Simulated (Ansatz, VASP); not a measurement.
# NaTaS3 in two plane-wave programs, part 2 of 2

One calculation is typed for both programs; each brings its own data sets. How far apart do they land? The cell is generated by rule, not measured, and may not be a known phase. The cell is taken from a series of runs on this material, whose earlier steps may have relaxed, scaled, displaced or heated it; both programs get it as it stands.

VASP 6.6.1 and Ansatz 0.2.0.

So far: Starting point; VASP: zone-centre phonons, PBE.

## 2. VASP: zone-centre phonons, PBE (continued)

Level of this step: PBE; plane waves and PAW (Na_pv, Ta_pv, S); invented cell (VASP).

Numbers of over 12 decimals in the logs are rounded to 6 here.

Parts of OUTCAR (step 2):

```text
ion  position               nearest neighbor table
   1  0.000  0.000  0.000-
   2  0.500  0.500  0.500-   3 2.42   4 2.42   5 2.42   3 2.42   4 2.42   5 2.42
   3  0.500  0.500  0.000-   2 2.42   2 2.42
   4  0.500  0.000  0.500-   2 2.42   2 2.42
   5  0.000  0.500  0.500-   2 2.42   2 2.42

  LATTYP: Found a simple cubic cell.
 ALAT       =     4.8341712185

 Subroutine GETGRP returns: Found 48 space group operations
 (whereof 48 operations were pure point group operations)

The static configuration has the point symmetry O_h .

 Found     35 irreducible k-points:

   k-points           NKPTS =     35   k-points in BZ     NKDIM =     35   number of bands    NBANDS=     24

   dimension x,y,z NGX =    36 NGY =   36 NGZ =   36
   dimension x,y,z NGXF=    72 NGYF=   72 NGZF=   72

   ENCUT  =  500.0 eV  36.75 Ry    6.06 a.u.   8.81  8.81  8.81*2*pi/ulx,y,z

   NELECT =      36.0000    total number of electrons

 k-points in reciprocal lattice and weights: Automatic mesh
   0.00000000  0.00000000  0.00000000       0.002
   0.12500000  0.00000000  0.00000000       0.012
   0.25000000  0.00000000  0.00000000       0.012
   0.37500000  0.00000000  0.00000000       0.012
   0.50000000  0.00000000  0.00000000       0.006
   0.12500000  0.12500000  0.00000000       0.023
   0.25000000  0.12500000  0.00000000       0.047
   0.37500000  0.12500000  0.00000000       0.047
   0.50000000  0.12500000  0.00000000       0.023
[...]
0.50000000  0.50000000  0.37500000       0.012
   0.50000000  0.50000000  0.50000000       0.002

 average (electrostatic) potential at core
       1 -46.8007       2 -41.0084       3 -87.9585       4 -87.9585       5 -87.9585

  Total       -0.0066976     -0.0066976     -0.0066976     -0.0000000     -0.0000000     -0.0000000
  in kB       -0.0949867     -0.0949867     -0.0949867     -0.0000000     -0.0000000     -0.0000000
  external PRESSURE =      -0.0949867 kB  Pullay stress =       0.0000000 kB

  energy-cutoff  :      500.00
  volume of cell :      112.97
      direct lattice vectors                 reciprocal lattice vectors
     4.834171218  0.000000000  0.000000000     0.206860691  0.000000000  0.000000000
[...]
POSITION                                       TOTAL-FORCE (eV/Angst)
 -----------------------------------------------------------------------------------
      0.00000      0.00000      0.00000         0.000000      0.000000      0.000000
      2.41709      2.41709      2.41709         0.000000      0.000000      0.000000
      2.41709      2.41709      0.00000         0.000000      0.000000      0.000000
      2.41709      0.00000      2.41709         0.000000      0.000000      0.000000
      0.00000      2.41709      2.41709         0.000000      0.000000      0.000000
 -----------------------------------------------------------------------------------
    total drift:                                0.000000      0.000000      0.000000

 Eigenvectors and eigenvalues of the dynamical matrix
 ----------------------------------------------------

   1 f  =    9.881660 THz    62.088298 2PiTHz  329.616685 cm-1    40.867242 meV
             X         Y         Z           dx          dy          dz
      0.000000  0.000000  0.000000    -0.000323   -0.000100    0.000000
      2.417086  2.417086  2.417086    -0.102523   -0.031850   -0.000000
      2.417086  2.417086  0.000000    -0.302029   -0.093828   -0.000000
      2.417086  0.000000  2.417086    -0.302029    0.263426   -0.000000
      0.000000  2.417086  2.417086     0.847957   -0.093828   -0.000000

   2 f  =    9.881660 THz    62.088298 2PiTHz  329.616685 cm-1    40.867242 meV
             X         Y         Z           dx          dy          dz
      0.000000  0.000000  0.000000    -0.000000    0.000000   -0.000339
      2.417086  2.417086  2.417086    -0.000000    0.000000   -0.107357
      2.417086  2.417086  0.000000    -0.000000    0.000000    0.887933
      2.417086  0.000000  2.417086    -0.000000   -0.000000   -0.316267
      0.000000  2.417086  2.417086     0.000000    0.000000   -0.316267

   3 f  =    9.881660 THz    62.088298 2PiTHz  329.616685 cm-1    40.867242 meV
             X         Y         Z           dx          dy          dz
      0.000000  0.000000  0.000000     0.000100   -0.000323    0.000000
      2.417086  2.417086  2.417086     0.031850   -0.102523   -0.000000
      2.417086  2.417086  0.000000     0.093828   -0.302029    0.000000
      2.417086  0.000000  2.417086     0.093828    0.847957   -0.000000
      0.000000  2.417086  2.417086    -0.263426   -0.302029   -0.000000

   4 f  =    2.738906 THz    17.209056 2PiTHz   91.360079 cm-1    11.327201 meV
             X         Y         Z           dx          dy          dz
      0.000000  0.000000  0.000000     0.000000    0.000000    0.000000
      2.417086  2.417086  2.417086     0.000000    0.000000    0.000000
      2.417086  2.417086  0.000000    -0.005200   -0.064287    0.000000
      2.417086  0.000000  2.417086     0.005200    0.000000   -0.704159
      0.000000  2.417086  2.417086     0.000000    0.064287    0.704159

   5 f  =    2.738906 THz    17.209056 2PiTHz   91.360079 cm-1    11.327201 meV
             X         Y         Z           dx          dy          dz
      0.000000  0.000000  0.000000    -0.000000   -0.000000    0.000000
      2.417086  2.417086  2.417086     0.000000   -0.000000    0.000000
      2.417086  2.417086  0.000000    -0.090839   -0.698282    0.000000
      2.417086  0.000000  2.417086     0.090839   -0.000000    0.064421
      0.000000  2.417086  2.417086     0.000000    0.698282   -0.064421

   6 f  =    2.738906 THz    17.209056 2PiTHz   91.360079 cm-1    11.327201 meV
             X         Y         Z           dx          dy          dz
      0.000000  0.000000  0.000000    -0.000000    0.000000   -0.000000
      2.417086  2.417086  2.417086    -0.000000    0.000000   -0.000000
      2.417086  2.417086  0.000000    -0.701228    0.090934   -0.000000
      2.417086  0.000000  2.417086     0.701228    0.000000   -0.003124
      0.000000  2.417086  2.417086    -0.000000   -0.090934    0.003124

   7 f  =    0.076681 THz     0.481801 2PiTHz    2.557801 cm-1     0.317127 meV
             X         Y         Z           dx          dy          dz
      0.000000  0.000000  0.000000     0.154047    0.162683    0.031897
      2.417086  2.417086  2.417086     0.537213    0.567330    0.111236
      2.417086  2.417086  0.000000     0.224201    0.236770    0.046532
      2.417086  0.000000  2.417086     0.224201    0.237323    0.046423
      0.000000  2.417086  2.417086     0.224725    0.236770    0.046423

   8 f  =    0.076681 THz     0.481801 2PiTHz    2.557801 cm-1     0.317127 meV
             X         Y         Z           dx          dy          dz
      0.000000  0.000000  0.000000     0.165636   -0.152856   -0.020334
      2.417086  2.417086  2.417086     0.577627   -0.533060   -0.070912
      2.417086  2.417086  0.000000     0.241067   -0.222468   -0.029664
      2.417086  0.000000  2.417086     0.241067   -0.222987   -0.029595
      0.000000  2.417086  2.417086     0.241631   -0.222468   -0.029595

   9 f  =    0.076681 THz     0.481801 2PiTHz    2.557801 cm-1     0.317127 meV
             X         Y         Z           dx          dy          dz
      0.000000  0.000000  0.000000    -0.006927   -0.037188    0.223120
      2.417086  2.417086  2.417086    -0.024157   -0.129686    0.778096
      2.417086  2.417086  0.000000    -0.010082   -0.054123    0.325490
      2.417086  0.000000  2.417086    -0.010082   -0.054250    0.324731
      0.000000  2.417086  2.417086    -0.010105   -0.054123    0.324731

  10 f/i=    1.102494 THz     6.927174 2PiTHz   36.775239 cm-1     4.559546 meV
             X         Y         Z           dx          dy          dz
      0.000000  0.000000  0.000000    -0.329382   -0.145212   -0.003206
      2.417086  2.417086  2.417086     0.551905    0.243314    0.005372
      2.417086  2.417086  0.000000    -0.428468   -0.188895   -0.002322
      2.417086  0.000000  2.417086    -0.428468   -0.105200   -0.004170
      0.000000  2.417086  2.417086    -0.238624   -0.188895   -0.004170

  11 f/i=    1.102494 THz     6.927174 2PiTHz   36.775239 cm-1     4.559546 meV
             X         Y         Z           dx          dy          dz
      0.000000  0.000000  0.000000     0.029945   -0.060116   -0.353664
      2.417086  2.417086  2.417086    -0.050175    0.100729    0.592593
      2.417086  2.417086  0.000000     0.038953   -0.078200   -0.256215
      2.417086  0.000000  2.417086     0.038953   -0.043551   -0.460056
      0.000000  2.417086  2.417086     0.021694   -0.078200   -0.460056

  12 f/i=    1.102494 THz     6.927174 2PiTHz   36.775239 cm-1     4.559546 meV
             X         Y         Z           dx          dy          dz
      0.000000  0.000000  0.000000     0.142127   -0.323865    0.067084
      2.417086  2.417086  2.417086    -0.238145    0.542662   -0.112405
      2.417086  2.417086  0.000000     0.184882   -0.421292    0.048600
      2.417086  0.000000  2.417086     0.184882   -0.234627    0.087265
      0.000000  2.417086  2.417086     0.102965   -0.421292    0.087265

  13 f/i=    1.537477 THz     9.660254 2PiTHz   51.284719 cm-1     6.358492 meV
             X         Y         Z           dx          dy          dz
      0.000000  0.000000  0.000000    -0.621385    0.123279    0.646437
      2.417086  2.417086  2.417086    -0.029204    0.005794    0.030382
      2.417086  2.417086  0.000000     0.184487   -0.036601   -0.132801
      2.417086  0.000000  2.417086     0.184487   -0.025326   -0.191924
      0.000000  2.417086  2.417086     0.127654   -0.036601   -0.191924

  14 f/i=    1.537477 THz     9.660254 2PiTHz   51.284719 cm-1     6.358492 meV
             X         Y         Z           dx          dy          dz
      0.000000  0.000000  0.000000     0.035933    0.894102   -0.135970
      2.417086  2.417086  2.417086     0.001689    0.042022   -0.006390
      2.417086  2.417086  0.000000    -0.010668   -0.265455    0.027933
      2.417086  0.000000  2.417086    -0.010668   -0.183680    0.040369
      0.000000  2.417086  2.417086    -0.007382   -0.265455    0.040369

  15 f/i=    1.537477 THz     9.660254 2PiTHz   51.284719 cm-1     6.358492 meV
             X         Y         Z           dx          dy          dz
      0.000000  0.000000  0.000000     0.657105    0.067685    0.618732
      2.417086  2.417086  2.417086     0.030883    0.003181    0.029080
      2.417086  2.417086  0.000000    -0.195092   -0.020096   -0.127109
      2.417086  0.000000  2.417086    -0.195092   -0.013905   -0.183699
      0.000000  2.417086  2.417086    -0.134993   -0.020096   -0.183699

 ELASTIC MODULI CONTR FROM IONIC RELAXATION (kBar)
 Direction    XX          YY          ZZ          XY          YZ          ZX
 --------------------------------------------------------------------------------
 XX           0.0000      0.0000      0.0000      0.0000      0.0000      0.0000
 YY           0.0000      0.0000      0.0000      0.0000      0.0000      0.0000
 ZZ           0.0000      0.0000      0.0000      0.0000      0.0000      0.0000
 XY           0.0000      0.0000      0.0000      0.0000      0.0000      0.0000
 YZ           0.0000      0.0000      0.0000      0.0000      0.0000      0.0000
 ZX           0.0000      0.0000      0.0000      0.0000      0.0000      0.0000
 --------------------------------------------------------------------------------
```

## 3. Ansatz: zone-centre phonons, PBE

Ansatz runs on its PAW soft_1 files.

The same cell, functional, mesh and smearing now go to Ansatz, which takes its cutoff from its data sets.

File input.yaml:

```yaml
crystal:
  lattice:
    - [4.8341712185, 0.0, 0.0]
    - [0.0, 4.8341712185, 0.0]
    - [0.0, 0.0, 4.8341712185]
  atoms:
    - { symbol: Na, position: [0.0, 0.0, 0.0] }
    - { symbol: Ta, position: [0.5, 0.5, 0.5] }
    - { symbol: S, position: [0.5, 0.5, 0.0] }
    - { symbol: S, position: [0.5, 0.0, 0.5] }
    - { symbol: S, position: [0.0, 0.5, 0.5] }
kpoints:
  mp_grid: { grid: [8, 8, 8] }
hamiltonian:
  xc: pbe
  pseudopotentials: { kind: paw, azcp: { folder: soft_1 } }
scf:
  occupations: { method: methfessel_paxton, width: 0.2 }
output:
  eigenvalues: true
phonons:
  method: dfpt
```

Run with:

```
$ ansatz run input.yaml --threads 4 --pin off --max-ram 16384MiB --backend cpu --events-out ev --progress --plain --runs-dir out
```

The log of the run:

```text
zone centre: on kpoints.mp_grid the ground state, and the responses unless they are solved on pairs of k-points, stand on 125 of the mesh's 512 k-points, reduced under 8 symmetry operations, with k and −k counted as one. Each operation leaves every solved displacement unchanged or reverses it
Engine: ansatz 0.2.0, aarch64-unknown-linux-gnu
Pseudopotentials: kind: paw
Pseudopotential: Na, paw, valence charge 9, recommended cutoff 420 eV (normal), soft_1/Na.paw.azcp
Pseudopotential: Ta, paw, valence charge 13, recommended cutoff 420 eV (normal), soft_1/Ta.paw.azcp
Pseudopotential: S, paw, valence charge 6, recommended cutoff 420 eV (normal), soft_1/S.paw.azcp
Functional definition: PBE
  parameter kappa = 0.804
  parameter beta = 0.066725
  exchange = pbe_x(kappa = kappa, mu = beta*pi^2/3)
  correlation = pbe_c(beta = beta)
Crystal: 5 atoms, lattice volume = 112.971 Å³
Basis set: ecut = 420 eV, 2205 PW (Γ), exchange–correlation on 72×72×72 points (8 copies of the dense FFT grid, shifted against one another)
Bands: 25, of which v1, the nominal top of the filled ones, is band 20 counted from 1 (19 counted from 0)
Symmetry: 48 space group operations
k-points: 125 of 512 (irreducible under 8 space group operations)
Non-local potential: Na, projectors of the file, l = 0: 3, l = 1: 2, l = 2: 1
Non-local potential: Ta, projectors of the file, l = 0: 3, l = 1: 2, l = 2: 2, l = 3: 1
Non-local potential: S, projectors of the file, l = 0: 2, l = 1: 2, l = 2: 1
PAW form: soft (Blöchl's): semilocal exchange-correlation on the pseudo side does not see the compensation charge
PAW one-centre angular grid: Na, 110 points (default); XC on 64 Gauss nodes
PAW one-centre angular grid: Ta, 590 points (default); XC on 64 Gauss nodes
PAW one-centre angular grid: S, 110 points (default); XC on 64 Gauss nodes
Initial density: superposition of atomic densities (chi_scale 0.1, normalization cell, long waves kept (reshape's long-wave potential 0.00 eV rms))
Initial wavefunctions: pseudopotential atomic-orbital guess
Functional: x = pbe(κ = 0.804, μ = 0.219515), c = pbe(β = 0.066725)
SCF iter   1: F=—  HF=-14130.505329 eV  |F-HF|=—  |Δ(HF+E_count)|=         —  Δρ=3.73e-2  dr2=1.08e0  ethr=3.10e-3  ⟨swp⟩=6.3  Hψ=15431  notcnv=0
preconditioner: auto → Kerker (q_TF=auto, 2.295 Å⁻¹)  [metal: Δε(μ)=0.115 eV  Ē_g=7.823 eV  σ=0.200 eV  W_gap=0.46  n_scr=26 (ndim 8)  ℏωp=17.1 eV  f_vac=0.000  D(μ)=1.11/eV (n_scr^D=6)]
SCF iter   2: F=—  HF=-14130.195143 eV  |F-HF|=—  |Δ(HF+E_count)|=   3.10e-1  S|Δr|=    0.00e0  Δρ=1.90e-2  dr2=3.47e-1  ethr=2.71e-3  ⟨swp⟩=2.0  Hψ=5351  notcnv=0  defer=51
SCF iter   3: F=—  HF=-14130.122837 eV  |F-HF|=—  |Δ(HF+E_count)|=   7.23e-2  S|Δr|=    0.00e0  Δρ=4.86e-3  dr2=3.43e-2  ethr=8.66e-4  ⟨swp⟩=2.0  Hψ=4160  notcnv=0  defer=51
SCF iter   4: F=—  HF=-14130.127715 eV  |F-HF|=—  |Δ(HF+E_count)|=   4.88e-3  S|Δr|=    0.00e0  Δρ=1.45e-3  dr2=2.61e-3  ethr=8.58e-5  ⟨swp⟩=2.1  Hψ=4696  notcnv=0  defer=51
SCF iter   5: F=—  HF=-14130.130392 eV  |F-HF|=—  |Δ(HF+E_count)|=   2.68e-3  S|Δr|=    0.00e0  Δρ=3.57e-4  dr2=4.97e-4  ethr=6.54e-6  ⟨swp⟩=2.1  Hψ=4058  notcnv=0  defer=51
SCF iter   6: F=—  HF=-14130.130584 eV  |F-HF|=—  |Δ(HF+E_count)|=   1.92e-4  S|Δr|=    0.00e0  Δρ=1.39e-4  dr2=5.38e-5  ethr=1.24e-6  ⟨swp⟩=2.1  Hψ=4188  notcnv=0  defer=51
SCF iter   7: F=—  HF=-14130.130588 eV  |F-HF|=—  |Δ(HF+E_count)|=   4.43e-6  S|Δr|=    0.00e0  Δρ=6.03e-5  dr2=1.12e-5  ethr=1.35e-7  ⟨swp⟩=2.6  Hψ=5088  notcnv=0  defer=51
SCF iter   8: F=—  HF=-14130.130585 eV  |F-HF|=—  |Δ(HF+E_count)|=   3.03e-6  S|Δr|=    0.00e0  Δρ=1.44e-5  dr2=4.96e-7  ethr=2.79e-8  ⟨swp⟩=2.1  Hψ=4158  notcnv=0  defer=51
SCF iter   9: F=—  HF=-14130.130584 eV  |F-HF|=—  |Δ(HF+E_count)|=   9.88e-7  S|Δr|=    0.00e0  Δρ=4.56e-6  dr2=3.72e-8  ethr=1.24e-9  ⟨swp⟩=2.2  Hψ=4700  notcnv=0  defer=66
SCF iter  10: F=—  HF=-14130.130585 eV  |F-HF|=—  |Δ(HF+E_count)|=   6.55e-8  S|Δr|=    0.00e0  Δρ=1.06e-6  dr2=1.53e-9  ethr=9.29e-11  ⟨swp⟩=2.1  Hψ=4538  notcnv=0  defer=66
SCF iter  11: F=—  HF=-14130.130585 eV  |F-HF|=—  |Δ(HF+E_count)|=   2.86e-9  S|Δr|=    0.00e0  Δρ=1.56e-7  dr2=2.57e-11  ethr=3.81e-12  ⟨swp⟩=2.0  Hψ=4543  notcnv=0  defer=66
SCF iter  12: F=-14130.130585 eV  HF=-14130.130585 eV  |F-HF|=1.82e-12  |Δ(HF+E_count)|=  4.91e-11  S|Δr|=    0.00e0  Δρ=4.24e-8  dr2=1.59e-12  ethr=1.00e-12  ⟨swp⟩=11.1  Hψ=16876  notcnv=0
the search or the solves at the SCF's close seem to have found levels that the self-consistency loop had missed (the run counts 3). By its estimate they hold under 1e-12 electrons; where the run keeps them, the occupations were computed again with them
SCF 1 converged in 12 iterations: F = -14130.130585 eV  dr2 = 1.59e-12
  greatest PAW one-centre occupation: 0.999 electrons in one spin orbital (limit 2), on the Na atom at site 0 (counted from 0), in its partial waves of l = 0
DFPT response loops at Γ: preconditioner auto → Kerker (q_TF=auto, 2.295 Å⁻¹) (partly filled bands, converged f_vac=0.030); β = 1.00, the filter's whole step (`scf.mixing.beta` (0.50) is not read by the response loops under this deck's `scf.mixing.preconditioner`; to damp them name `kerker` or `kerker_dos`, under which they read `scf.mixing.beta`, and type it under 1.00, their step now; both keys bind the ground state too); Broyden in place of MSR1
SCF converged after 12 iterations
Stability not checked: this state was not tested for a lower state beside it, because cold or Methfessel-Paxton smearing, or corrected tetrahedra, fill the levels in a way that the test cannot read (fill_not_monotonic; see scf.lower_state_search)
Free energy (F): -14130.130585 eV
Harris-Foulkes:  -14130.130585 eV  (|F-HF|=1.82e-12)
Internal energy: -14130.136879 eV  (E = F + TS)
E sigma→0 (E₀):  -14130.132158 eV
Entropy (-TS):   0.006294 eV (1.259 meV/atom)
Fermi energy:    6.270319 eV
Step filling:    the computed levels leave a gap of 0.1177 eV = 0.6 smearing widths at the electron count; against every level under it full and every level over it empty, smearing changes F+E_penalty+E_count by +4.331 meV and its σ→0 estimate by +2.758 meV
--- Per-component energies (eV) ---
  E_band       = -476.856023
  E_kinetic    = 819.975954
  E_local      = -2982.133700  (includes V_loc(G=0)·N_el)
  E_nonlocal   = 370.341430
  E_hartree    = 1036.664398
  E_xc         = -624.027525
  E_vxc        = -527.962945  (∫ρ·V_xc dr)
  E_paw        = -10423.290732  (= ΣΔE_a)
  E_vpaw       = -230.405653  (= ΣTr[D̂ρ^β])
  E_aug_tail   = 0.000102  (compensation charges beyond the density's cutoff)
  E_ewald      = -2327.666806
  E_smearing   = 0.006294  (= −TS)
  E_closure    = 0.000000  (closes the sum)
  Σ components = -14130.130585   (vs F -14130.130585, Δ=0.00e0)
--- Band table (eV; the first three rows and the last of 125) ---
  k-point 0: bands = [... 16 lower, 5.0101, 5.5563, 5.5563, 5.5563, 5.6902, 5.6902, 5.6902, 8.1632, ... 1 higher]
  k-point 1: bands = [... 16 lower, 4.9384, 5.0039, 5.3839, 5.3839, 5.6982, 6.4487, 6.4487, 8.1700, ... 1 higher]
  k-point 2: bands = [... 16 lower, 4.2261, 4.7758, 5.3758, 5.3758, 5.7177, 7.4008, 7.4008, 8.1841, ... 1 higher]
  k-point 124: bands = [... 16 lower, 1.6717, 6.3422, 6.3422, 6.3422, 9.0123, 9.0429, 9.0429, 9.0429, ... 1 higher]
--- Phonons (Γ-DFPT): 4 representative perturbations + reference, on 125 of 512 k-points (Σ response iterations 12) ---
  k mesh reduced under 8 symmetry operations, with k and −k counted as one. Each operation leaves every solved displacement unchanged or reverses it
  ASR residual: 3.569e-5 → 0.000e0 eV/Å²; symmetrization residual: 9.660e-6 eV/Å²
  ASR residual per site (eV/Å²): 2.33e-5 3.57e-5 1.83e-5 1.83e-5 1.83e-5
  Γ frequencies (cm⁻¹): -41.34 -41.34 -41.34 -31.79 -31.79 -31.79 0.00 0.00 0.00 91.24 91.24 91.24 330.66 330.66 330.66
  non-analytic LO–TO correction: not included (Born effective charges unavailable; polar crystals: no LO–TO splitting at Γ)
```

In the SCF lines HF is the Harris–Foulkes energy and dr2 the Hartree energy of the density residual, in eV; the loop may stop once dr2 is under the threshold and the program's other checks hold. Hψ counts applications of the Hamiltonian.

## 4. Differences

Known differences besides the potentials themselves: the data sets hold 40 valence electrons in Ansatz (on its PAW soft_1 files) and 36 in VASP; the cutoff is 420 eV in Ansatz and 500 eV in VASP. Total energies have different zeros and are not compared.

The two programs side by side:

```csv
quantity,Ansatz,VASP,difference
"optical mode 1 to 3 (imaginary, printed as negative) (cm⁻¹)",-41.3,-51.3,+9.9
"optical mode 4 to 6 (imaginary, printed as negative) (cm⁻¹)",-31.8,-36.8,+5.0
optical mode 7 to 9 (cm⁻¹),91.2,91.4,-0.13 %
optical mode 10 to 12 (cm⁻¹),330.7,329.6,+0.32 %
```

Modes are paired by rising frequency, not by their patterns, so a pair may set unlike modes beside each other; they are those without the splitting of longitudinal modes.

## 5. Summary of results

```yaml
r_m_s_difference_of_the_optical_zone_centre_modes_each_program_s_sorted_by_frequency_zone_centre_phonons_pbe: 5.6 cm⁻¹
```

The r.m.s. difference of the optical zone-centre modes, each program's sorted by frequency is 5.6 cm⁻¹ (zone-centre phonons, PBE). The data sets hold unlike numbers of valence electrons (40 in Ansatz and 36 in VASP), so part of the differences comes from the potentials. What causes the difference of the zone-centre phonons, PBE pair stays open here. Such differences can come from data sets, numerical settings and the points named under the comparisons, not from the functional's error against experiment.

[Lines on the potential files, build, host, timing and source positions are cut from VASP's logs without a mark.]

[Logs are printed without paths, hosts, clocks, repeated set-up lines and the standing remarks that a program may print on its own settings, such as how far it seeks lower states.]

[Hosts, paths, dates, database ids (printed as entryN), source tags and the programs' standing remarks are cut or masked in the printed files.]
